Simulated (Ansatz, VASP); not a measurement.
**Two plane-wave programs on BaAlSn**

INCAR

```
PREC = Accurate
ENCUT = 520
EDIFF = 1E-6
ISMEAR = -1
SIGMA = 0.15
LREAL = False
LASPH = True
NELM = 100
ALGO = Fast
ISIF = 2
LWAVE = False
LCHARG = True
LELF = True
LVHAR = True
NBANDS = 20
```

The input KPOINTS:

```
Automatic mesh
0
Gamma
  6 6 5
```

POSCAR

```
BaAlSn
1.0
    4.6965040000      0.0000000000      0.0000000000
   -2.3482520000      4.0672920000      0.0000000000
    0.0000000000      0.0000000000      5.1774440000
Ba Al Sn
1 1 1
Direct
    0.6666670000      0.3333330000      0.0000000000
    0.0000000000      0.0000000000      0.5000000000
    0.3333330000      0.6666670000      0.5000000000
```

Input for Ansatz:

```yaml
crystal:
  lattice:
    - [4.696504, 0.0, 0.0]
    - [-2.348252, 4.067292, 0.0]
    - [0.0, 0.0, 5.177444]
  atoms:
    - { symbol: Ba, position: [0.666667, 0.333333, 0.0] }
    - { symbol: Al, position: [0.0, 0.0, 0.5] }
    - { symbol: Sn, position: [0.333333, 0.666667, 0.5] }
kpoints:
  mp_grid:
    grid: [6, 6, 5]
hamiltonian:
  xc: lda
scf:
  occupations:
    method: fermi_dirac
    width: 0.15
  eigensolver:
    kind: davidson
basis:
  ecutwfc: 510
  precision: f64
output:
  forces: true
  stress: true
```

The cell comes from a database or a generator and needn't be the stable form of this composition.

Alike in both runs: task single point; functional LDA; k mesh 6 × 6 × 5; occupations fermi-dirac, width 0.15 eV; no spin polarisation.

|  | VASP | Ansatz |
| --- | --- | --- |
| version | VASP 6.6.1 | Ansatz 0.2.0 |
| potentials or method | VASP PAW LDA potentials, release 64 (Ba_sv, Al, Sn_d) | plane waves, PAW |
| plane-wave cutoff (eV) | 520 | 510 |
| valence electrons in the cell | 27 | 27 |

```tsv
	VASP	Ansatz	Ansatz less VASP
pressure (GPa)	-2.8	-3.0	-0.15
largest component of the traceless stress (GPa)	0.30	0.23	-0.066
```

Ansatz warned: «structure_snapped_to_symmetry».

The runs have no spin-orbit coupling, so splittings on Ba are missing.
